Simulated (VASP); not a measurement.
These are SCAN meta-GGA, VASP's PBE PAW potentials (set 64) (plane waves; VASP) values and carry that method's errors.

The input files of a VASP run:

INCAR:
```
ENCUT = 520
ISMEAR = -5   # tetrahedra, Bloechl
LORBIT = 11   # lm-projected
LCHARG = F
PREC = Accurate
METAGGA = SCAN
ALGO = Normal   # blocked Davidson
ISIF = 2
EDIFF = 1E-7
LASPH = T   # aspherical one-centre terms
LMIXTAU = T
NEDOS = 601   # DOS grid
NELM = 100   # most electronic steps
LREAL = F   # projection in real space or not
LWAVE = F
LMAXMIX = 6   # l cut-off of mixed one-centre charges
SYSTEM = HfN
```

### KPOINTS_OPT
```
k-points along high-symmetry lines
10
Line-mode
Reciprocal
  0.000000   0.000000   0.000000 ! GAMMA
  0.500000   0.000000   0.500000 ! X

  0.500000   0.000000   0.500000 ! X
  0.625000   0.250000   0.625000 ! U

  0.375000   0.375000   0.750000 ! K
  0.000000   0.000000   0.000000 ! GAMMA

  0.000000   0.000000   0.000000 ! GAMMA
  0.500000   0.500000   0.500000 ! L

  0.500000   0.500000   0.500000 ! L
  0.500000   0.250000   0.750000 ! W

  0.500000   0.250000   0.750000 ! W
  0.500000   0.000000   0.500000 ! X
```

KPOINTS:
```
kpoints
0
Gamma
 16 16 16
0 0 0
```

**POSCAR**
```
HfN
1.0
  0.0000000000   2.2468314910   2.2468314910
  2.2468314910   0.0000000000   2.2468314910
  2.2468314910   2.2468314910   0.0000000000
Hf N
1 1
direct
  0.0000000000   0.0000000000   0.0000000000
  0.5000000000   0.5000000000   0.5000000000
```

POTCAR, in this order: Hf_pv N (PBE.64 set). Program: vasp_std.

The resulting files:

**OSZICAR**
```
       N       E                     dE             d eps       ncg     rms          rms(c)
DAV:   1    -0.177993916215E+02   -0.17799E+02   -0.85246E+03  3190   0.133E+03
DAV:   2    -0.810466590783E+02   -0.63247E+02   -0.59568E+02  4171   0.262E+02
DAV:   3    -0.834828355404E+02   -0.24362E+01   -0.24072E+01  4049   0.439E+01
DAV:   4    -0.835083340853E+02   -0.25499E-01   -0.25427E-01  3797   0.441E+00
DAV:   5    -0.835087683507E+02   -0.43427E-03   -0.43496E-03  4200   0.429E-01    0.547E+01
DAV:   6    -0.747631636977E+02    0.87456E+01   -0.14515E+01  3792   0.327E+01    0.416E+01
DAV:   7    -0.767281108500E+02   -0.19649E+01   -0.11216E+00  3630   0.115E+01    0.233E+01
DAV:   8    -0.745247395342E+02    0.22034E+01   -0.94112E-01  3894   0.975E+00    0.169E+00
DAV:   9    -0.760231673968E+02   -0.14984E+01   -0.12871E+00  3836   0.111E+01    0.432E+00
DAV:  10    -0.759468794167E+02    0.76288E-01   -0.16300E-01  3708   0.428E+00    0.693E-01
DAV:  11    -0.759362581393E+02    0.10621E-01   -0.67260E-03  3482   0.954E-01    0.525E-01
DAV:  12    -0.759408301369E+02   -0.45720E-02   -0.43832E-04  3797   0.258E-01    0.622E-01
DAV:  13    -0.759333577685E+02    0.74724E-02   -0.27552E-03  3295   0.773E-01    0.124E+00
DAV:  14    -0.759338883424E+02   -0.53057E-03   -0.58541E-03  3809   0.729E-01    0.259E-01
DAV:  15    -0.759340036611E+02   -0.11532E-03   -0.37388E-04  4213   0.207E-01    0.747E-02
DAV:  16    -0.759339941212E+02    0.95398E-05   -0.37176E-06  3784   0.246E-02    0.708E-02
DAV:  17    -0.759340392715E+02   -0.45150E-04   -0.77026E-05  3344   0.990E-02    0.873E-02
DAV:  18    -0.759340300507E+02    0.92208E-05   -0.42065E-05  3819   0.619E-02    0.388E-02
DAV:  19    -0.759340285480E+02    0.15027E-05   -0.59764E-06  3673   0.313E-02    0.123E-02
DAV:  20    -0.759340413161E+02   -0.12768E-04   -0.19041E-06  3337   0.217E-02    0.570E-03
DAV:  21    -0.759340377199E+02    0.35962E-05   -0.17869E-06  3574   0.156E-02    0.565E-03
DAV:  22    -0.759340445255E+02   -0.68055E-05   -0.31977E-07  3376   0.927E-03    0.395E-03
DAV:  23    -0.759340430068E+02    0.15187E-05   -0.17759E-08  1820   0.207E-03    0.255E-03
DAV:  24    -0.759340433979E+02   -0.39118E-06   -0.47887E-09  1766   0.912E-04    0.957E-04
DAV:  25    -0.759340428305E+02    0.56739E-06   -0.54612E-09  1751   0.112E-03    0.396E-04
DAV:  26    -0.759340431053E+02   -0.27479E-06   -0.82772E-10  1751   0.406E-04    0.467E-05
DAV:  27    -0.759340430565E+02    0.48820E-07   -0.15465E-10  1733   0.143E-04
   1 F= -.75934043E+02 E0= -.75934043E+02  d E =0.000000E+00
       N       E                     dE             ncg
```

OUTCAR:
```
------------------------ aborting loop because EDIFF is reached ----------------------------------------
  FORCE on cell =-STRESS in cart. coord.  units (eV):
  Direction    XX          YY          ZZ          XY          YZ          ZX
  --------------------------------------------------------------------------------------
  Total       -0.0107530     -0.0107530     -0.0107530      0.0000000      0.0000000      0.0000000
  in kB       -0.7594477     -0.7594477     -0.7594477      0.0000000      0.0000000      0.0000000
  external PRESSURE =      -0.7594477 kB  Pullay stress =       0.0000000 kB
  volume of cell :       22.69
      direct lattice vectors                 reciprocal lattice vectors
     0.000000000  2.246831491  2.246831491    -0.222535603  0.222535603  0.222535603
     2.246831491  0.000000000  2.246831491     0.222535603 -0.222535603  0.222535603
     2.246831491  2.246831491  0.000000000     0.222535603  0.222535603 -0.222535603
 POSITION                                       TOTAL-FORCE (eV/Angst)
 -----------------------------------------------------------------------------------
      0.00000      0.00000      0.00000        -0.000000     -0.000000     -0.000000
      2.24683      2.24683      2.24683         0.000000      0.000000      0.000000
 -----------------------------------------------------------------------------------
    total drift:                                0.000000     -0.000000     -0.000000
  FREE ENERGIE OF THE ION-ELECTRON SYSTEM (eV)
  ---------------------------------------------------
  free  energy   TOTEN  =       -75.9340430565 eV

  energy  without entropy=      -75.9340430565  energy(sigma->0) =      -75.93404306

 total charge

# of ion       s       p       d       tot
------------------------------------------
    1        0.267   6.601   1.784   8.652
    2        1.248   2.545   0.000   3.794
--------------------------------------------------
tot          1.515   9.147   1.784  12.445
```
(Selected blocks of OUTCAR.)

For a metal the tetrahedron method with Blöchl corrections gives inexact stress and forces.

The compound is HfN in the rock salt structure. It was relaxed first. The electron count is odd and the run is not spin-polarised, which forces a metal.
